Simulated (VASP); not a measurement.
Output of a VASP run:

### OUTCAR
```
 ion  position               nearest neighbor table
   1  0.500  0.500  0.500-   2 2.57   2 2.57   2 2.57   2 2.57   2 2.57   2 2.57   2 2.57   2 2.57
  LATTYP: Found a simple cubic cell.
 ALAT       =     2.9666612343
 Subroutine PRICEL returns:
 Original cell was already a primitive cell.
 Subroutine GETGRP returns: Found 48 space group operations
The static configuration has the point symmetry O_h .
The dynamic configuration has the point symmetry O_h .
 Subroutine INISYM returns: Found 48 space group operations
 Subroutine IBZKPT returns following result:
 Found     84 irreducible k-points:

 Following reciprocal coordinates:
            Coordinates               Weight
  0.000000  0.000000  0.000000      1.000000
  0.083333  0.000000  0.000000      6.000000
  0.166667  0.000000  0.000000      6.000000
  0.250000  0.000000  0.000000      6.000000
  0.333333  0.000000  0.000000      6.000000
  0.416667  0.000000  0.000000      6.000000
  0.500000  0.000000  0.000000      3.000000
  0.083333  0.083333  0.000000     12.000000
  0.166667  0.083333  0.000000     24.000000
  0.250000  0.083333  0.000000     24.000000
  0.333333  0.083333  0.000000     24.000000
  0.416667  0.083333  0.000000     24.000000
  0.500000  0.083333  0.000000     12.000000
  0.166667  0.166667  0.000000     12.000000
  0.250000  0.166667  0.000000     24.000000
  0.333333  0.166667  0.000000     24.000000
  0.416667  0.166667  0.000000     24.000000
  0.500000  0.166667  0.000000     12.000000
  0.250000  0.250000  0.000000     12.000000
  0.333333  0.250000  0.000000     24.000000
  0.416667  0.250000  0.000000     24.000000
  0.500000  0.250000  0.000000     12.000000
  0.333333  0.333333  0.000000     12.000000
  0.416667  0.333333  0.000000     24.000000
  0.500000  0.333333  0.000000     12.000000
  0.416667  0.416667  0.000000     12.000000
  0.500000  0.416667  0.000000     12.000000
  0.500000  0.500000  0.000000      3.000000
  0.083333  0.083333  0.083333      8.000000
  0.166667  0.083333  0.083333     24.000000
  0.250000  0.083333  0.083333     24.000000
  0.333333  0.083333  0.083333     24.000000
  0.416667  0.083333  0.083333     24.000000
  0.500000  0.083333  0.083333     12.000000
  0.166667  0.166667  0.083333     24.000000
  0.250000  0.166667  0.083333     48.000000
  0.333333  0.166667  0.083333     48.000000
  0.416667  0.166667  0.083333     48.000000
  0.500000  0.166667  0.083333     24.000000
  0.250000  0.250000  0.083333     24.000000
   k-points           NKPTS =     84   k-points in BZ     NKDIM =     84   number of bands    NBANDS=     15
   number of dos      NEDOS =    301   number of ions     NIONS =      2
   total plane-waves  NPLWV =  13824
   dimension x,y,z NGX =    24 NGY =   24 NGZ =   24
   dimension x,y,z NGXF=    48 NGYF=   48 NGZF=   48
   ions per type =               1   1
   PREC   = accura    normal or accurate (medium, high low for compatibility)
   ISTART =      0    job   : 0-new  1-cont  2-samecut
   ICHARG =      2    charge: 1-file 2-atom 10-const
   ISPIN  =      1    spin polarized calculation?
   LNONCOLLINEAR =      F non collinear calculations
   LSORBIT =      F    spin-orbit coupling
   INIWAV =      1    electr: 0-lowe 1-rand  2-diag
   ENCUT  =  500.0 eV  36.75 Ry    6.06 a.u.   5.41  5.41  5.41*2*pi/ulx,y,z
   NELM   =    100;   NELMIN=  2; NELMDL= -5     # of ELM steps
   EDIFF  = 0.1E-05   stopping-criterion for ELM
   LREAL  =      F    real-space projection
   NLSPLINE    = F    spline interpolate recip. space projectors
   LMAXMIX     =    6 max onsite mixed and CHGCAR
   VOSKOWN=      0    Vosko Wilk Nusair interpolation
   EDIFFG = -.2E-01   stopping-criterion for IOM
   NSW    =     40    number of steps for IOM
   NBLOCK =      1;   KBLOCK =     40    inner block; outer block
   IBRION =      2    ionic relax: 0-MD 1-quasi-New 2-CG
   NFREE  =      1    steps in history (QN), initial steepest desc. (CG)
...
```

File OSZICAR:
```
       N       E                     dE             d eps       ncg     rms          rms(c)
DAV:   1     0.121594349349E+03    0.12159E+03   -0.11826E+04  2632   0.205E+03
DAV:   2    -0.346303216497E+01   -0.12506E+03   -0.12122E+03  2660   0.348E+02
DAV:   3    -0.703864845697E+01   -0.35756E+01   -0.35682E+01  2982   0.677E+01
DAV:   4    -0.706161731403E+01   -0.22969E-01   -0.22966E-01  3059   0.469E+00
DAV:   5    -0.706185604644E+01   -0.23873E-03   -0.23873E-03  3024   0.481E-01    0.145E+01
DAV:   6    -0.652486783865E+01    0.53699E+00   -0.15054E+00  2632   0.152E+01    0.842E+00
DAV:   7    -0.647088130610E+01    0.53987E-01   -0.67140E-02  3309   0.543E+00    0.364E+00
DAV:   8    -0.645972066731E+01    0.11161E-01   -0.94210E-03  2912   0.123E+00    0.189E-01
DAV:   9    -0.645971397928E+01    0.66880E-05   -0.20665E-04  3044   0.383E-01    0.561E-02
DAV:  10    -0.645972310562E+01   -0.91263E-05   -0.20887E-05  2842   0.504E-02    0.244E-02
DAV:  11    -0.645972228560E+01    0.82002E-06   -0.52144E-07  1673   0.133E-02
   1 F= -.15707841E+01 E0= -.15705807E+01  d E =-.157078E+01
```

**OUTCAR**
```
------------------------ aborting loop because EDIFF is reached ----------------------------------------
  FORCE on cell =-STRESS in cart. coord.  units (eV):
  Direction    XX          YY          ZZ          XY          YZ          ZX
  --------------------------------------------------------------------------------------
  Total        4.8728636      4.8728636      4.8728636      0.0000000     -0.0000000      0.0000000
  in kB      299.0136193    299.0136193    299.0136193      0.0000000     -0.0000000      0.0000000
  external PRESSURE =      -0.9863807 kB  Pullay stress =     300.0000000 kB
  volume of cell :       26.11
      direct lattice vectors                 reciprocal lattice vectors
     2.966661234  0.000000000  0.000000000     0.337079269  0.000000000  0.000000000
     0.000000000  2.966661234  0.000000000     0.000000000  0.337079269  0.000000000
     0.000000000  0.000000000  2.966661234     0.000000000  0.000000000  0.337079269
 POSITION                                       TOTAL-FORCE (eV/Angst)
 -----------------------------------------------------------------------------------
      1.48333      1.48333      1.48333         0.000000      0.000000      0.000000
      0.00000      0.00000      0.00000         0.000000      0.000000      0.000000
 -----------------------------------------------------------------------------------
    total drift:                                0.000000      0.000000     -0.000000
  FREE ENERGIE OF THE ION-ELECTRON SYSTEM (eV)
  ---------------------------------------------------
  free  energy   TOTEN  =        -6.4597222856 eV

  energy  without entropy=       -6.4591119803  energy(sigma->0) =       -6.45951885
  enthalpy is  TOTEN    =        -1.5707841434 eV   P V=        4.8889381422

 reached required accuracy - stopping structural energy minimisation
```
(Selected blocks of OUTCAR.)

### POSCAR
```
AuZn
1
    2.9666612343     0.0000000000    -0.0000000000
    0.0000000000     2.9666612343    -0.0000000000
    0.0000000000     0.0000000000     2.9666612343
Zn Au
1 1
Direct
  0.5000000000   0.5000000000   0.5000000000
  0.0000000000   0.0000000000   0.0000000000
```

**Question.** Reconstruct the remaining input files.

**Answer.** Several could match; the one computed here: the input of the run itself, LDA (Ceperley-Alder, Perdew-Zunger), plane waves, VASP's LDA PAW potentials (set 64).

INCAR:
```
SYSTEM = AuZn
PREC = Accurate
ENCUT = 500
EDIFF = 1E-6
NELM = 100
ALGO = Normal
LREAL = .FALSE.
LASPH = .TRUE.
ISMEAR = 1
SIGMA = 0.1
LMAXMIX = 6
LWAVE = .FALSE.
LCHARG = .FALSE.
IBRION = 2
ISIF = 3
NSW = 40
EDIFFG = -0.02
PSTRESS = 300
```

KPOINTS:
```
Automatic mesh
0
Gamma
12 12 12
```

POTCAR, in this order: Zn Au (LDA.64 set). Program: vasp_std.

The compound is AuZn in the CsCl type structure. It was relaxed first under an external pressure of 30 GPa. The electron count is odd and the run is not spin-polarised, which forces a metal.
